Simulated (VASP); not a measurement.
VASP input:

**POSCAR**
```
V
1.0
 -1.4758648788   1.4758648788   1.4758648788
  1.4758648788  -1.4758648788   1.4758648788
  1.4758648788   1.4758648788  -1.4758648788
V
1
Cart
  0.0000000000   0.0000000000   0.0000000000
```

### KPOINTS
```
Automatic mesh
0
Gamma
16 16 16
0 0 0
```

### INCAR
```
SIGMA  =  0.1
IBRION  =  2   # conjugate gradients
NSW  =  40   # most ionic steps
EDIFF  =  1E-7
GGA  =  PS
ISIF  =  3
LCHARG  =  .FALSE.
EDIFFG  =  -0.01   # ionic stop
PSTRESS  =  150   # kbar
ENCUT  =  480   # plane-wave cut-off (eV)
PREC  =  Accurate
ISMEAR  =  1   # Methfessel-Paxton
LASPH  =  .TRUE.
LWAVE  =  .FALSE.
ALGO  =  Normal
LREAL  =  .FALSE.   # projection in real space or not
LMAXMIX  =  4   # l cut-off of mixed one-centre charges
SYSTEM  =  V
NELM  =  100
```

POTCAR, in this order: V_sv (PBE.64 set). Program: vasp_std.

**Question.** Write an equivalent input for Ansatz.

**Answer.** One equivalent input (not run):
Ansatz 0.2 input:
```yaml
crystal:
  lattice:
    - [-1.4758649, 1.4758649, 1.4758649]
    - [1.4758649, -1.4758649, 1.4758649]
    - [1.4758649, 1.4758649, -1.4758649]
  atoms:
    - { symbol: V, position: [0.0000000, 0.0000000, 0.0000000] }
kpoints:
  mp_grid: { grid: [16, 16, 16] }
hamiltonian:
  xc: pbesol
  pseudopotentials: { kind: paw }
scf:
  occupations: { method: methfessel_paxton, width: 0.1 }
  max_iter: 100
relax:
  max_steps: 40
  f_tol: 0.01
  cell: { p_target: 15 }
output: { forces: true, stress: true, eigenvalues: true }
```
Limits of the translation: each code has its own PAW files, so the cut-off isn't converted (ENCUT is set for VASP's; basis.ecutwfc is left out, and Ansatz then takes the one that its files recommend); Ansatz stops its SCF on the density residual and VASP on the energy change (EDIFF).

The compound is V in the bcc structure. This run relaxes it under an external pressure of 15 GPa. Symmetry was kept, so distortions that lower it aren't found.
